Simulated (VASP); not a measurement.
BN (wurtzite), at 1.04 of the tabulated volume:

```yaml
crystal:
  lattice:
    - [1.29178, -2.23743, 0.00000]
    - [1.29178, 2.23743, 0.00000]
    - [0.00000, 0.00000, 4.27553]
  atoms:
    - { symbol: B, position: [0.66667, 0.33333, 0.50000] }
    - { symbol: B, position: [0.33333, 0.66667, 0.00000] }
    - { symbol: N, position: [0.66667, 0.33333, 0.87500] }
    - { symbol: N, position: [0.33333, 0.66667, 0.37500] }
```

The lowest empty band near K, direction c, from PBE with spin-orbit coupling in VASP (PAW); its two spin partners are averaged. The gap over the points computed is 5.27 eV, and the next band on that side lies 7.64 eV away at the edge.

Settings: 520 eV cut-off, 11×11×6 Γ-centred mesh, Gaussian smearing of 0.050 eV, potentials B N.

| distance from the edge in k (1/Å) | distance in energy (meV) |
|---|---|
| 0.018 | 3.9 |
| 0.025 | 7.6 |
| 0.035 | 14.9 |
| 0.050 | 30.4 |
| 0.070 | 59.5 |

### Question
Fit E(1 + αE) = ħ²k²/2m* (ħ²/2m0 = 3.810 eV Å²) and predict the row at 0.095 1/Å.

### Answer
The rows don't resolve α, so a parabola serves: the electron mass is m* = 0.314 m0, and so 109.6 meV. The run gave 109.3 meV, -0.3 meV from the fit.

Left out are points under 3 meV from the edge, since the levels carry 0.1 meV, and points farther than half the way to the next band.

The compound is BN in the wurtzite structure, a metastable high-pressure form. The cell was not relaxed at this level.
